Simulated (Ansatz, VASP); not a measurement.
# BaMg2H3 in VASP and in Ansatz

Contents of INCAR:

```
PREC = Accurate
ENCUT = 600
EDIFF = 1E-7
ISMEAR = 0
SIGMA = 0.1
LREAL = False
LASPH = True
NELM = 100
ALGO = Normal
ISIF = 3
LWAVE = False
LCHARG = False
GGA = PE
IBRION = 2
NSW = 90
EDIFFG = -0.04
```

File KPOINTS:

```
Automatic mesh
0
Gamma
  6 6 2
```

The input POSCAR:

```
BaMg2H3
1.0
    3.5944968400      0.0000000000      0.0000000000
   -1.7972484200      3.1129255700      0.0000000000
    0.0000000000      0.0000000000      8.7431047000
Ba Mg H
1 2 3
Direct
    0.0000000000      0.0000000000      0.0000000000
    0.3333333300      0.6666666700      0.3738907100
    0.6666666700      0.3333333300      0.6261092900
    0.3333333300      0.6666666700      0.7522185800
    0.6666666700      0.3333333300      0.2477814200
    0.0000000000      0.0000000000      0.5000000000
```

Input for Ansatz:

```yaml
crystal:
  lattice:
    - [3.59449684, 0.0, 0.0]
    - [-1.79724842, 3.11292557, 0.0]
    - [0.0, 0.0, 8.7431047]
  atoms:
    - { symbol: Ba, position: [0.0, 0.0, 0.0] }
    - { symbol: Mg, position: [0.33333333, 0.66666667, 0.37389071] }
    - { symbol: Mg, position: [0.66666667, 0.33333333, 0.62610929] }
    - { symbol: H, position: [0.33333333, 0.66666667, 0.75221858] }
    - { symbol: H, position: [0.66666667, 0.33333333, 0.24778142] }
    - { symbol: H, position: [0.0, 0.0, 0.5] }
basis:
  ecutwfc: 420
kpoints:
  mp_grid: { grid: [6, 6, 2] }
hamiltonian:
  xc: pbe
scf:
  occupations: { method: gaussian, width: 0.1 }
  lower_state_search: "off"
output:
  forces: true
  stress: true
  eigenvalues: true
relax:
  adjacent_minimum: "off"
  f_tol: 0.04
  max_steps: 70
  cell: { stress_tol: 0.4 }
```

Alike in both runs: task relaxation of cell and atoms; functional PBE; k mesh 6 × 6 × 2; occupations gaussian, width 0.1 eV; no spin polarisation.

|  | VASP | Ansatz |
| --- | --- | --- |
| version | VASP 6.6.1 | Ansatz 0.2.0 |
| potentials or method | VASP PAW PBE potentials, release 64 (Ba_sv, Mg, H) | scalar-relativistic, plane waves, PAW |
| plane-wave cutoff (eV) | 600 | 420 |
| valence electrons in the cell | 17 | 33 |

VASP gave:

- gap on the k mesh at the Fermi level, each at its own relaxed structure (eV): none
- relaxed volume (Å³/atom): 15.93
- relaxed cell length with the largest relative difference (Å): 8.250
- energy change over the relaxation (meV/atom): -22

Q: What did Ansatz give for the same quantities?

A: gap on the k mesh at the Fermi level, each at its own relaxed structure (eV): none; relaxed volume (Å³/atom): 15.82; relaxed cell length with the largest relative difference (Å): 8.231; energy change over the relaxation (meV/atom): -25.

A gap of «none» marks a metal or a gap that the smearing closes. The two sets of potentials don't hold the same shells in valence.

Spin-orbit coupling is left out, which matters for the levels of Ba.
